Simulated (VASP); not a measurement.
Output of a VASP run:

OSZICAR:
```
...
DAV:   8    -0.138666409698E+02   -0.58411E-03   -0.14219E-04  2902   0.205E-01    0.120E-01
DAV:   9    -0.138669419726E+02   -0.30100E-03   -0.31622E-04  2900   0.264E-01    0.687E-03
DAV:  10    -0.138669594909E+02   -0.17518E-04   -0.47840E-06  2904   0.367E-02    0.296E-03
DAV:  11    -0.138669505783E+02    0.89126E-05   -0.18315E-07  2546   0.766E-03    0.178E-03
DAV:  12    -0.138669578061E+02   -0.72277E-05   -0.18447E-07  2824   0.762E-03    0.426E-04
DAV:  13    -0.138669561009E+02    0.17051E-05   -0.10133E-08  1458   0.179E-03    0.132E-04
DAV:  14    -0.138669574920E+02   -0.13910E-05   -0.20980E-09  1452   0.739E-04    0.835E-06
DAV:  15    -0.138669571452E+02    0.34681E-06   -0.47538E-10  1450   0.386E-04    0.307E-05
DAV:  16    -0.138669571639E+02   -0.18749E-07   -0.40862E-11  1450   0.127E-04
   2 F= -.12817367E+02 E0= -.12817816E+02  d E =0.722299E-01
       N       E                     dE             d eps       ncg     rms          rms(c)
DAV:   1    -0.164669442309E+02   -0.26000E+01   -0.54324E+01  2902   0.141E+02    0.164E+01
DAV:   2    -0.140174478280E+02    0.24495E+01   -0.11009E+01  2916   0.472E+01    0.243E+00
DAV:   3    -0.140742784926E+02   -0.56831E-01   -0.11888E-01  2900   0.459E+00    0.118E+00
DAV:   4    -0.140013491118E+02    0.72929E-01   -0.16904E-01  2900   0.523E+00    0.596E-01
DAV:   5    -0.140858352449E+02   -0.84486E-01   -0.92101E-02  2900   0.417E+00    0.309E-01
DAV:   6    -0.140858979947E+02   -0.62750E-04   -0.72547E-04  2900   0.462E-01    0.211E-01
DAV:   7    -0.140891711022E+02   -0.32731E-02   -0.20859E-03  2900   0.567E-01    0.377E-02
DAV:   8    -0.140891186769E+02    0.52425E-04   -0.56459E-05  2902   0.127E-01    0.105E-02
DAV:   9    -0.140891296087E+02   -0.10932E-04   -0.50129E-06  2930   0.345E-02    0.586E-03
DAV:  10    -0.140891055502E+02    0.24058E-04   -0.25324E-06  2900   0.263E-02    0.307E-03
DAV:  11    -0.140891138974E+02   -0.83471E-05   -0.12582E-07  1834   0.675E-03    0.355E-04
DAV:  12    -0.140891101627E+02    0.37347E-05   -0.94376E-09  1454   0.153E-03    0.234E-04
DAV:  13    -0.140891107593E+02   -0.59662E-06   -0.59811E-09  1458   0.137E-03    0.108E-04
DAV:  14    -0.140891100656E+02    0.69371E-06   -0.60948E-10  1462   0.431E-04    0.772E-05
DAV:  15    -0.140891100926E+02   -0.26935E-07   -0.41387E-10  1454   0.334E-04
   3 F= -.12923069E+02 E0= -.12922799E+02  d E =-.334722E-01
       N       E                     dE             d eps       ncg     rms          rms(c)
DAV:   1    -0.140879349503E+02    0.11751E-02   -0.89465E-03  2902   0.173E+00    0.238E-01
DAV:   2    -0.140875085066E+02    0.42644E-03   -0.17430E-03  2916   0.636E-01    0.464E-02
DAV:   3    -0.140875235084E+02   -0.15002E-04   -0.17767E-05  2900   0.556E-02    0.233E-02
DAV:   4    -0.140875110508E+02    0.12458E-04   -0.28760E-05  2900   0.659E-02    0.101E-02
DAV:   5    -0.140875228316E+02   -0.11781E-04   -0.16609E-05  2900   0.543E-02    0.508E-03
DAV:   6    -0.140875266498E+02   -0.38182E-05   -0.11307E-06  2900   0.162E-02    0.138E-03
DAV:   7    -0.140875240661E+02    0.25837E-05   -0.24467E-07  2908   0.811E-03    0.215E-04
DAV:   8    -0.140875244537E+02   -0.38761E-06   -0.25835E-09  1454   0.847E-04    0.347E-05
DAV:   9    -0.140875242839E+02    0.16974E-06   -0.54256E-10  1458   0.430E-04    0.925E-05
DAV:  10    -0.140875245312E+02   -0.24728E-06   -0.35182E-10  1458   0.334E-04    0.171E-05
DAV:  11    -0.140875244570E+02    0.74277E-07   -0.22788E-11  1458   0.101E-04
   4 F= -.12923090E+02 E0= -.12922818E+02  d E =-.334927E-01
```

**OUTCAR**
```
------------------------ aborting loop because EDIFF is reached ----------------------------------------
  FORCE on cell =-STRESS in cart. coord.  units (eV):
  Direction    XX          YY          ZZ          XY          YZ          ZX
  --------------------------------------------------------------------------------------
  Total        1.1619968      1.1619968      1.1619968      0.0000000      0.0000000      0.0000000
  in kB      149.6859720    149.6859720    149.6859720      0.0000000      0.0000000      0.0000000
  external PRESSURE =      -0.3140280 kB  Pullay stress =     150.0000000 kB
  volume of cell :       12.44
      direct lattice vectors                 reciprocal lattice vectors
    -1.459569600  1.459569600  1.459569600     0.000000000  0.342566740  0.342566740
     1.459569600 -1.459569600  1.459569600     0.342566740  0.000000000  0.342566740
     1.459569600  1.459569600 -1.459569600     0.342566740  0.342566740  0.000000000
 POSITION                                       TOTAL-FORCE (eV/Angst)
 -----------------------------------------------------------------------------------
      1.45957     -1.45957      1.45957        -0.000000      0.000000     -0.000000
 -----------------------------------------------------------------------------------
    total drift:                                0.000000     -0.000000      0.000000
  FREE ENERGIE OF THE ION-ELECTRON SYSTEM (eV)
  ---------------------------------------------------
  free  energy   TOTEN  =       -14.0875244570 eV

  energy  without entropy=      -14.0867083065  energy(sigma->0) =      -14.08725241
  enthalpy is  TOTEN    =       -12.9230898721 eV   P V=        1.1644345848

 reached required accuracy - stopping structural energy minimisation
```
(Selected blocks of OUTCAR.)

POSCAR:
```
V
1
   -1.4890856504     1.4890856504     1.4890856504
    1.4890856504    -1.4890856504     1.4890856504
    1.4890856504     1.4890856504    -1.4890856504
V
1
Direct
  0.0000000000   0.0000000000   0.0000000000
```

Q: Write an INCAR and KPOINTS that could have produced this output.

A: This is not unique; one that fits is the input of the run itself, r2SCAN meta-GGA, plane waves, VASP's PBE PAW potentials (set 64).

### INCAR
```
! general
SYSTEM =V
PREC   =Accurate
ENCUT  =480   ! plane-wave cut-off (eV)
LREAL  =F   ! projection in real space or not
LASPH  =T   ! aspherical one-centre terms

! electronic loop
EDIFF  =1E-7   ! SCF stop (eV)
NELM   =100
ALGO   =Normal   ! blocked Davidson
LMAXMIX=4
LMIXTAU=T

! smearing
ISMEAR =1
SIGMA  =0.1   ! width (eV)

! functional
METAGGA=R2SCAN

! ions
IBRION =2   ! conjugate gradients
NSW    =40   ! most ionic steps
ISIF   =3   ! ions, shape and volume
EDIFFG =-0.01
PSTRESS=150   ! kbar

! output
LWAVE  =F
LCHARG =F
```

KPOINTS:
```
kpoints
0
Gamma
 16 16 16
```

POTCAR, in this order: V_sv (PBE.64 set). Program: vasp_std.

Energy and stress use the plane-wave basis of the starting cell.

The compound is V in the bcc structure. This run relaxes it under an external pressure of 15 GPa. Symmetry was kept, so distortions that lower it aren't found. The run is not spin-polarised, so no magnetic state was tried.
